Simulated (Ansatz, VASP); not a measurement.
## HfPb: VASP beside Ansatz

Contents of INCAR:

```
SYSTEM = HfPb
PREC = Accurate
ENCUT = 520
EDIFF = 1E-6
ISMEAR = 0
SIGMA = 0.05
LREAL = .False.
LASPH = .True.
NELM = 80
ALGO = Fast
ISIF = 2
LWAVE = .False.
LCHARG = .False.
GGA = CA
NBANDS = 19
```

Contents of KPOINTS:

```
regular mesh
0
Gamma
  6 6 6
  0 0 0
```

Contents of POSCAR:

```
HfPb
1.0
    0.0000000000      3.0100000000      3.0100000000
    3.0100000000      0.0000000000      3.0100000000
    3.0100000000      3.0100000000      0.0000000000
Hf Pb
1 1
Direct
    0.0000000000      0.0000000000      0.0000000000
    0.5000000000      0.5000000000      0.5000000000
```

Input for Ansatz:

```yaml
crystal:
  lattice:
    - [0.0, 3.01, 3.01]
    - [3.01, 0.0, 3.01]
    - [3.01, 3.01, 0.0]
  atoms:
    - { symbol: Hf, position: [0.0, 0.0, 0.0] }
    - { symbol: Pb, position: [0.5, 0.5, 0.5] }
basis:
  ecutwfc: 420
kpoints:
  mp_grid: { grid: [6, 6, 6] }
hamiltonian:
  xc: lda
scf:
  occupations: { method: gaussian, width: 0.05 }
output:
  forces: true
  stress: true
  eigenvalues: true
```

The cell comes from a database or a generator and needn't be the stable form of this composition.

Alike in both runs: task single point; functional LDA; k mesh 6 × 6 × 6; occupations gaussian, width 0.05 eV; no spin polarisation.

```csv
,VASP,Ansatz
version,VASP 6.6.1,Ansatz 0.2.0
potentials or method,"VASP PAW LDA potentials, release 64 (Hf_pv, Pb_d)","scalar-relativistic, plane waves, PAW"
plane-wave cutoff (eV),520,420
valence electrons in the cell,24,40
```

Ansatz gave:

```
gap on the k mesh at the Fermi level (eV) : none
pressure (GPa)                            : -9.2
```

What did VASP give for the same quantities?

gap on the k mesh at the Fermi level (eV): none; pressure (GPa): -9.3.

A gap of «none» marks a metal or a gap that the smearing closes. The two sets of potentials don't hold the same shells in valence.

The runs have no spin-orbit coupling, so splittings on Hf, Pb are missing.
